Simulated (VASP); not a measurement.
These are PBEsol GGA, VASP's PBE PAW potentials (set 64) (plane waves; VASP) values and carry that method's errors.

The input files of a VASP run:

File KPOINTS:
```
Regular mesh
0
gamma
  7 7 1
0.5 0.5 0.5
```

### POSCAR
```
ZnS
1
    3.7786850000     0.0000000000     0.0000000000
   -1.8893420000     3.2724360000     0.0000000000
    0.0000000000     0.0000000000    24.6968110000
Zn S
8 8
Direct
  0.3333330000   0.6666670000   0.7499100000
  0.6666670000   0.3333330000   0.2499100000
  0.3333330000   0.6666670000   0.1247900000
  0.6666670000   0.3333330000   0.6247900000
  0.0000000000   0.0000000000   0.0000400000
  0.0000000000   0.0000000000   0.5000400000
  0.6666670000   0.3333330000   0.8753200000
  0.3333330000   0.6666670000   0.3753200000
  0.0000000000   0.0000000000   0.5937100000
  0.0000000000   0.0000000000   0.0937100000
  0.6666670000   0.3333330000   0.9689900000
  0.3333330000   0.6666670000   0.4689900000
  0.3333330000   0.6666670000   0.2185000000
  0.6666670000   0.3333330000   0.7185000000
  0.6666670000   0.3333330000   0.3439300000
  0.3333330000   0.6666670000   0.8439300000
```

**INCAR**
```
! general
SYSTEM  = ZnS
PREC    = Accurate
ENCUT   = 300
LREAL   = Auto
LASPH   = .TRUE.
NBANDS  = 80

! electronic loop
EDIFF   = 1E-6
NELM    = 100
ALGO    = Normal
LMAXMIX = 4

! smearing
ISMEAR  = 0
SIGMA   = 0.01

! functional
GGA     = PS

! ions
ISIF    = 2

! output
LWAVE   = .FALSE.
LCHARG  = .FALSE.
```

POTCAR, in this order: Zn S (PBE.64 set). Program: vasp_std.

The resulting files:

### OSZICAR
```
       N       E                     dE             d eps       ncg     rms          rms(c)
DAV:   1     0.104431884462E+04    0.10443E+04   -0.47709E+04  2560   0.148E+03
DAV:   2     0.996303513980E+02   -0.94469E+03   -0.91696E+03  2576   0.398E+02
DAV:   3    -0.554892059774E+02   -0.15512E+03   -0.15150E+03  2840   0.148E+02
DAV:   4    -0.636981793342E+02   -0.82090E+01   -0.81739E+01  2816   0.356E+01
DAV:   5    -0.639017683662E+02   -0.20359E+00   -0.20312E+00  2904   0.552E+00    0.210E+01
DAV:   6    -0.604808759835E+02    0.34209E+01   -0.85772E+00  3504   0.490E+01    0.158E+01
DAV:   7    -0.610856034545E+02   -0.60473E+00   -0.15820E+01  2888   0.111E+01    0.543E+00
DAV:   8    -0.607246997730E+02    0.36090E+00   -0.13465E+00  3168   0.911E+00    0.225E+00
DAV:   9    -0.606678415664E+02    0.56858E-01   -0.52216E-01  3184   0.473E+00    0.638E-01
DAV:  10    -0.606651644645E+02    0.26771E-02   -0.19015E-02  3080   0.126E+00    0.618E-01
DAV:  11    -0.606654168848E+02   -0.25242E-03   -0.25158E-03  2864   0.199E-01    0.626E-01
DAV:  12    -0.606705696477E+02   -0.51528E-02   -0.76695E-03  4096   0.713E-01    0.645E-01
DAV:  13    -0.606855120457E+02   -0.14942E-01   -0.21463E-02  4088   0.106E+00    0.969E-01
DAV:  14    -0.609227765034E+02   -0.23726E+00   -0.58276E-01  4360   0.458E+00    0.516E+00
DAV:  15    -0.607711497804E+02    0.15163E+00   -0.17877E-01  3136   0.367E+00    0.364E+00
DAV:  16    -0.607821552428E+02   -0.11005E-01   -0.10611E-02  2904   0.484E-01    0.376E+00
DAV:  17    -0.607508053995E+02    0.31350E-01   -0.10105E-02  3904   0.775E-01    0.314E+00
DAV:  18    -0.607409239597E+02    0.98814E-02   -0.36608E-03  3304   0.235E-01    0.288E+00
DAV:  19    -0.607128845583E+02    0.28039E-01   -0.12339E-02  4112   0.855E-01    0.226E+00
DAV:  20    -0.607096993563E+02    0.31852E-02   -0.29734E-03  3392   0.271E-01    0.213E+00
DAV:  21    -0.607070028964E+02    0.26965E-02   -0.31361E-04  2848   0.734E-02    0.204E+00
DAV:  22    -0.607062734141E+02    0.72948E-03   -0.61402E-05  2808   0.307E-02    0.202E+00
DAV:  23    -0.607009069365E+02    0.53665E-02   -0.74477E-04  4232   0.175E-01    0.189E+00
DAV:  24    -0.606699743112E+02    0.30933E-01   -0.50256E-02  4216   0.132E+00    0.808E-01
DAV:  25    -0.606658143551E+02    0.41600E-02   -0.21710E-02  3232   0.534E-01    0.336E-01
DAV:  26    -0.606650244881E+02    0.78987E-03   -0.13242E-03  3136   0.158E-01    0.229E-01
DAV:  27    -0.606650172218E+02    0.72663E-05   -0.17524E-04  2832   0.818E-02    0.209E-01
DAV:  28    -0.606649509688E+02    0.66253E-04   -0.68803E-06  2464   0.578E-02    0.204E-01
DAV:  29    -0.606640822923E+02    0.86868E-03   -0.19850E-03  3328   0.404E-01    0.690E-02
DAV:  30    -0.606640815356E+02    0.75667E-06   -0.80236E-04  3048   0.104E-01    0.354E-02
DAV:  31    -0.606640709020E+02    0.10634E-04   -0.33355E-05  3576   0.438E-02    0.239E-02
DAV:  32    -0.606640717987E+02   -0.89664E-06   -0.73718E-06  2648   0.196E-02
   1 F= -.60664072E+02 E0= -.60664072E+02  d E =-.209798E-40
```

**OUTCAR**
```
------------------------ aborting loop because EDIFF is reached ----------------------------------------
  FORCE on cell =-STRESS in cart. coord.  units (eV):
  Direction    XX          YY          ZZ          XY          YZ          ZX
  --------------------------------------------------------------------------------------
  Total        0.7467501      0.7467496      0.8290644      0.0000001      0.0000000     -0.0000000
  in kB        3.9177178      3.9177150      4.3495679      0.0000006      0.0000000     -0.0000000
  external PRESSURE =       4.0616669 kB  Pullay stress =       0.0000000 kB
  volume of cell :      305.39
      direct lattice vectors                 reciprocal lattice vectors
     3.778685000  0.000000000  0.000000000     0.264642329  0.152791336  0.000000000
    -1.889342000  3.272436000  0.000000000     0.000000000  0.305582752  0.000000000
     0.000000000  0.000000000 24.696811000     0.000000000  0.000000000  0.040491058
  FREE ENERGIE OF THE ION-ELECTRON SYSTEM (eV)
  ---------------------------------------------------
  free  energy   TOTEN  =       -60.6640717987 eV

  energy  without entropy=      -60.6640717987  energy(sigma->0) =      -60.66407180
```
(Selected blocks of OUTCAR.)

At this cut-off the stress carries a Pulay error, which pulls relaxed volumes low.

The structure comes from a computed database's ZnS entry; how it stands against other phases isn't given here. The cell was not relaxed at this level. The run is one of a series of settings (NBANDS = 80 against the base run), some of them coarse on purpose.
